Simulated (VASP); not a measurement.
Runs of VASP 6.6.1 on CsLiCr2Te2S3. The structure is orthorhombic, space group Cmm2 (No. 35). Conventional cell: a = 5.626 Å, b = 9.697 Å, c = 8.482 Å, α = 90.00°, β = 90.00°, γ = 90.00°. Cs (site symmetry mm2) is surrounded by 7 S at 3.47 to 3.69 Å. Li (site symmetry mm2) is surrounded by 2 S at 2.38 Å. Around Cr (site symmetry 2) lie 2 S at 2.24 Å. Te (site symmetry m) has 2 Cr at 2.73 Å and 1 Li at 2.87 Å and 2 Te at 3.02 Å as nearest neighbours. Around S (site symmetry m) lie 2 Cr at 2.24 Å and 1 Li at 2.38 Å. Around S (site symmetry mm2) lie 4 Cr at 2.81 Å and 2 Li at 2.82 Å. The cell was built by a generator and needn't be a form met in nature.

| task | level | cell | k mesh | k mesh for the DOS | occupations for the DOS | gap on the mesh (eV) | moment (μB) | largest force (eV/Å) |
| --- | --- | --- | --- | --- | --- | --- | --- | --- |
| density of states | PBE | Cmm2, 25.71 Å³/atom | 6 × 6 × 4 | 9 × 9 × 6 | tetrahedron | - | (b) | - |
| density of states | PBE | Pmmm, 26.09 Å³/atom | 8 × 6 × 4 | 12 × 9 × 6 | tetrahedron | - | 4.33 | - |
| single point | r2SCAN | Pmmm, 26.09 Å³/atom | 8 × 6 × 4 | - | - | none | 4.16 | (a) |
| density of states | PBE | P4mm, 26.98 Å³/atom | 6 × 6 × 4 | 9 × 9 × 6 | tetrahedron | - | 5.68 | - |
| single point | r2SCAN | Cmm2, 25.71 Å³/atom | 6 × 6 × 4 | - | - | none | 5.95 | 0.83 |

Alike in all rows: potentials or basis VASP PAW PBE potentials, release 64 (Cs_sv, Li_sv, Cr_pv, Te, S); spin collinear, ferromagnetic start; cutoff (eV) 520; smearing gaussian 0.1 eV.

Question: Estimate the missing entries.

Answer: (a) 0.11; (b) 4.00.

Caveats: the cutoff is under 1.25 times the usual one of these potentials, so pressure, stress and relaxed cells hold a basis-set (Pulay) error; only a ferromagnetic start was run, and an antiferromagnetic order may lie lower in energy; tetrahedron occupations give inexact forces and stress in metals (some runs); the PAW data sets were made with another functional, which shifts forces and pressure a little (some runs).

A k mesh can miss the band edges, and the runs leave out spin-orbit coupling on Cs, Te.

A gap of «none» marks a metal or a gap under the smearing width.
